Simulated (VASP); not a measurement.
Calculation: PBEsol GGA, VASP's PBE PAW potentials (set 64) (plane waves; VASP 6.6.1).

A VASP calculation is set up with these files.

### POSCAR
```
CaB2
1
    0.0000000000     2.9051728857     2.9051728857
    2.9051728857    -0.0000000000     2.9051728857
    2.9051728857     2.9051728857     0.0000000000
Ca B
1 2
Direct
  0.0000000000   0.0000000000   0.0000000000
  0.2500000000   0.2500000000   0.2500000000
  0.7500000000   0.7500000000   0.7500000000
```

**INCAR**
```
SYSTEM = CaB2
PREC = Accurate; ENCUT = 520; LREAL = .FALSE.
LASPH = .TRUE.
EDIFF = 1E-6; NELM = 100; ALGO = Normal
ISMEAR = 1; SIGMA = 0.1
GGA = PS
IBRION = 2; NSW = 60; ISIF = 3
EDIFFG = -0.02
LWAVE = .FALSE.; LCHARG = .FALSE.
```

### KPOINTS
```
Automatic
0
G
8 8 8
0 0 0
```

POTCAR, in this order: Ca_sv B (PBE.64 set). Program: vasp_std.

What VASP printed:

OSZICAR:
```
       N       E                     dE             d eps       ncg     rms          rms(c)
DAV:   1     0.945934492455E+02    0.94593E+02   -0.78028E+03   696   0.125E+03
DAV:   2    -0.674756181578E+01   -0.10134E+03   -0.98564E+02   776   0.279E+02
DAV:   3    -0.104603441481E+02   -0.37128E+01   -0.35078E+01  1096   0.489E+01
DAV:   4    -0.106531634680E+02   -0.19282E+00   -0.19192E+00  1044   0.977E+00
DAV:   5    -0.106582822724E+02   -0.51188E-02   -0.51181E-02   968   0.136E+00    0.306E+00
DAV:   6    -0.105731653480E+02    0.85117E-01   -0.10292E-01   868   0.341E+00    0.189E+00
DAV:   7    -0.105493451547E+02    0.23820E-01   -0.73118E-02   852   0.294E+00    0.316E-01
DAV:   8    -0.105482131145E+02    0.11320E-02   -0.67927E-03   860   0.106E+00    0.408E-02
DAV:   9    -0.105483243504E+02   -0.11124E-03   -0.77324E-04  1176   0.215E-01    0.445E-02
DAV:  10    -0.105483259165E+02   -0.15662E-05   -0.15359E-04   852   0.158E-01    0.221E-02
DAV:  11    -0.105483222598E+02    0.36568E-05   -0.17272E-05   848   0.545E-02    0.476E-03
DAV:  12    -0.105483221168E+02    0.14292E-06   -0.68712E-07   472   0.801E-03
   1 F= -.10548322E+02 E0= -.10548589E+02  d E =-.105483E+02
       N       E                     dE             d eps       ncg     rms          rms(c)
DAV:   1    -0.105497706999E+02   -0.14484E-02   -0.41120E-02   740   0.253E+00    0.199E-01
DAV:   2    -0.105489273639E+02    0.84334E-03   -0.40410E-03   960   0.719E-01    0.132E-01
DAV:   3    -0.105485964368E+02    0.33093E-03   -0.29368E-03  1300   0.523E-01    0.614E-02
DAV:   4    -0.105485532080E+02    0.43229E-04   -0.22653E-04   872   0.203E-01    0.191E-02
DAV:   5    -0.105485685051E+02   -0.15297E-04   -0.32568E-05   896   0.521E-02    0.224E-03
DAV:   6    -0.105485686612E+02   -0.15608E-06   -0.23137E-06   704   0.124E-02
   2 F= -.10548569E+02 E0= -.10548833E+02  d E =-.246544E-03
```

### OUTCAR
```
------------------------ aborting loop because EDIFF is reached ----------------------------------------
  FORCE on cell =-STRESS in cart. coord.  units (eV):
  Direction    XX          YY          ZZ          XY          YZ          ZX
  --------------------------------------------------------------------------------------
  Total        0.0227870      0.0227870      0.0227870     -0.0000000     -0.0000000     -0.0000000
  in kB        0.7411955      0.7411955      0.7411955     -0.0000000     -0.0000000     -0.0000000
  external PRESSURE =       0.7411955 kB  Pullay stress =       0.0000000 kB
  volume of cell :       49.26
      direct lattice vectors                 reciprocal lattice vectors
     0.000000000  2.909453382  2.909453382    -0.171853587  0.171853587  0.171853587
     2.909453382  0.000000000  2.909453382     0.171853587 -0.171853587  0.171853587
     2.909453382  2.909453382 -0.000000000     0.171853587  0.171853587 -0.171853587
 POSITION                                       TOTAL-FORCE (eV/Angst)
 -----------------------------------------------------------------------------------
      0.00000      0.00000      0.00000        -0.000000     -0.000000     -0.000000
      1.45473      1.45473      1.45473         0.000000      0.000000     -0.000000
      4.36418      4.36418      4.36418        -0.000000     -0.000000      0.000000
 -----------------------------------------------------------------------------------
    total drift:                                0.000000     -0.000000      0.000000
  FREE ENERGIE OF THE ION-ELECTRON SYSTEM (eV)
  ---------------------------------------------------
  free  energy   TOTEN  =       -10.5485686612 eV

  energy  without entropy=      -10.5493625174  energy(sigma->0) =      -10.54883328

 reached required accuracy - stopping structural energy minimisation
```
(Selected blocks of OUTCAR.)

CONTCAR:
```
CaB2
   1.00000000000000
     0.0000000000000000    2.9094533821464239    2.9094533821464239
     2.9094533821464239    0.0000000000000000    2.9094533821464239
     2.9094533821464239    2.9094533821464239   -0.0000000000000000
  Ca              B
     1     2
Direct
     0.0000000000000000    0.0000000000000000    0.0000000000000000
     0.2500000000000000    0.2500000000000000    0.2500000000000000
     0.7500000000000000    0.7500000000000000    0.7500000000000000
```

The structure was generated: CaB2 was put into the fluorite type (Fm-3m), which need not be its known phase. This run relaxes it. Symmetry was kept, so distortions that lower it aren't found. The start is the result of an earlier pass.
